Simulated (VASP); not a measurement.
Mo:

```
Mo
1.0
     2.80466    0.00000    0.00000
    -1.40233    2.42890    0.00000
     0.00000    0.00000    4.58001
Mo
2
Direct
  0.33333 0.66667 0.25000
  0.66667 0.33333 0.75000
```

This isn't the form of Mo at room conditions, which is bcc.

| Item | Value |
| --- | --- |
| Program | VASP 6.6.1 |
| Task | relaxation of cell and atoms |
| Functional | LDA |
| Potentials or basis | VASP PAW LDA potentials, release 64 (Mo_sv) |
| Cutoff | 600 eV |
| k mesh | 18 × 18 × 10 |
| Occupations | gaussian, width 0.1 eV |
| Spin | no spin polarisation |

At the start: pressure -5.3 GPa; volume 15.60 Å³/atom.

**Question.** How do energy, volume and symmetry change on relaxing?

**Answer.** Over 15 steps the energy falls by 29.2 meV/atom and the volume is 15.39 Å³/atom (-1.4 %); space group P6_3/mmc (No. 194, to 0.05 Å).

The path:
| step | energy change (eV) | largest force (eV/Å) | pressure (GPa) | volume (Å³) |
| --- | --- | --- | --- | --- |
| 1 | 0.0000 | 0.0000 | -5.32 | 31.20 |
| 2 | 0.0668 | 0.0000 | 16.84 | 28.92 |
| 3 | -0.0121 | 0.0000 | 0.24 | 30.54 |
| 4 | -0.0121 | 0.0000 | 0.36 | 30.53 |
| 5 | -0.0193 | 0.0000 | 0.72 | 30.52 |
| 6 | -0.0477 | 0.0000 | 1.89 | 30.48 |
| 7 | -0.0018 | 0.0000 | 6.35 | 30.32 |
| 8 | -0.0548 | 0.0000 | 2.63 | 30.46 |
| 9 | -0.0551 | 0.0000 | 3.04 | 30.44 |
| 10 | -0.0553 | 0.0000 | 2.92 | 30.45 |
| 11 | -0.0569 | 0.0000 | 1.87 | 30.58 |
| 12 | -0.0570 | 0.0000 | 1.52 | 30.63 |
| 13 | -0.0578 | 0.0000 | 0.97 | 30.68 |
| 14 | -0.0583 | 0.0000 | 0.15 | 30.76 |
| 15 | -0.0583 | 0.0000 | 0.02 | 30.78 |

Final structure:
```
CELL_PARAMETERS angstrom
2.71826 0.00000 0.00000
-1.35913 2.35408 0.00000
0.00000 0.00000 4.80961
ATOMIC_POSITIONS crystal
Mo 0.33333 0.66667 0.25000
Mo 0.66667 0.33333 0.75000
```
